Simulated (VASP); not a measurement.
These are PBEsol GGA, VASP's PBE PAW potentials (set 64) (plane waves; VASP 6.6.1) values and carry that method's errors.

Input for VASP

### KPOINTS
```
k-points along high-symmetry lines
10
Line-mode
Reciprocal
  0.000000   0.000000   0.000000 ! GAMMA
  0.500000   0.000000   0.000000 ! M

  0.500000   0.000000   0.000000 ! M
  0.333333   0.333333   0.000000 ! K

  0.333333   0.333333   0.000000 ! K
  0.000000   0.000000   0.000000 ! GAMMA

  0.000000   0.000000   0.000000 ! GAMMA
  0.000000   0.000000   0.500000 ! A

  0.000000   0.000000   0.500000 ! A
  0.500000   0.000000   0.500000 ! L

  0.500000   0.000000   0.500000 ! L
  0.333333   0.333333   0.500000 ! H

  0.333333   0.333333   0.500000 ! H
  0.000000   0.000000   0.500000 ! A

  0.500000   0.000000   0.500000 ! L
  0.500000   0.000000   0.000000 ! M

  0.333333   0.333333   0.500000 ! H
  0.333333   0.333333   0.000000 ! K
```

INCAR:
```
SYSTEM  =  SiO2
PREC  =  Accurate; ENCUT  =  520; LREAL  =  F
LASPH  =  T; ICHARG  =  11
EDIFF  =  1E-7; NELM  =  100; ALGO  =  Normal
ISMEAR  =  0; SIGMA  =  0.05
GGA  =  PS
LWAVE  =  F; LCHARG  =  F; LORBIT  =  11
```

**POSCAR**
```
SiO2
1
    4.9402458199     0.0000000000     0.0000000000
   -2.4701229099     4.2783785040     0.0000000000
    0.0000000000     0.0000000000     5.4568818751
Si O
3 6
Direct
  0.5310958357   0.5310958357   0.0000000000
  0.4689041643   0.0000000000   0.3333330000
  0.0000000000   0.4689041643   0.6666670000
  0.2691669450   0.4127004862   0.7845824824
  0.5872995138   0.8564664588   0.1179154824
  0.1435335412   0.7308330550   0.4512494824
  0.4127004862   0.2691669450   0.2154175176
  0.8564664588   0.5872995138   0.8820845176
  0.7308330550   0.1435335412   0.5487505176
```

POTCAR, in this order: Si O (PBE.64 set). Program: vasp_std. Read from the step before: CHGCAR.

Output of the run:

File OSZICAR:
```
       N       E                     dE             d eps       ncg     rms          rms(c)
DAV:   1     0.290453598779E+03    0.29045E+03   -0.24957E+04  5220   0.152E+03
DAV:   2    -0.548098091460E+02   -0.34526E+03   -0.33516E+03  6971   0.320E+02
DAV:   3    -0.736925408558E+02   -0.18883E+02   -0.18808E+02  6110   0.850E+01
DAV:   4    -0.739788114330E+02   -0.28627E+00   -0.28565E+00  6398   0.111E+01
DAV:   5    -0.739842356178E+02   -0.54242E-02   -0.54218E-02  5970   0.148E+00
DAV:   6    -0.739844326126E+02   -0.19699E-03   -0.19696E-03  6582   0.241E-01
DAV:   7    -0.739844370075E+02   -0.43950E-05   -0.43946E-05  5973   0.354E-02
DAV:   8    -0.739844372247E+02   -0.21715E-06   -0.21725E-06  5774   0.617E-03
DAV:   9    -0.739844372313E+02   -0.65829E-08   -0.65530E-08  3943   0.118E-03
   1 F= -.73984437E+02 E0= -.73984437E+02  d E =-.889298E-19
```

OUTCAR:
```
 val. band max:        0.8664324478   @ k =   0.3333   0.3333   0.0000

 cond. band min:       6.5737417142   @ k =   0.0000   0.0000   0.0000



 k-point     1 :       0.0000    0.0000    0.0000
  band No.  band energies     occupation
      1     -18.3885      2.00000
      2     -16.8860      2.00000
      3     -16.8860      2.00000
      4     -16.2352      2.00000
      5     -16.2129      2.00000
      6     -16.2128      2.00000
      7      -7.3356      2.00000
      8      -7.3356      2.00000
      9      -4.5230      2.00000
     10      -4.4968      2.00000
     11      -4.3123      2.00000
     12      -4.3122      2.00000
     13      -2.0365      2.00000
     14      -2.0365      2.00000
     15      -1.7837      2.00000
     16      -1.5607      2.00000
     17      -0.5893      2.00000
     18      -0.5893      2.00000
     19      -0.5651      2.00000
     20      -0.1296      2.00000
     21      -0.1295      2.00000
     22       0.1716      2.00000
     23       0.5632      2.00000
     24       0.5632      2.00000
     25       6.5737      0.00000
     26       9.8950      0.00000
     27       9.8950      0.00000
     28      10.3630      0.00000
     29      10.3630      0.00000

 k-point     2 :       0.0556    0.0000    0.0000
  band No.  band energies     occupation
      1     -18.3794      2.00000
      2     -16.8957      2.00000
      3     -16.8845      2.00000
      4     -16.2401      2.00000
      5     -16.2151      2.00000
      6     -16.2121      2.00000
      7      -7.3402      2.00000
      8      -7.3145      2.00000
      9      -4.5279      2.00000
     10      -4.4953      2.00000
     11      -4.3283      2.00000
     12      -4.2932      2.00000
     13      -2.0589      2.00000
     14      -2.0298      2.00000
     15      -1.7802      2.00000
     16      -1.5329      2.00000
     17      -0.6230      2.00000
     18      -0.5919      2.00000
     19      -0.5675      2.00000
     20      -0.1380      2.00000
...
```

The density is held fixed in this step, so its total energy and stress have no physical meaning.

The structure comes from a computed database's SiO2 entry (P3_121); how it stands against other phases isn't given here. It was relaxed first.
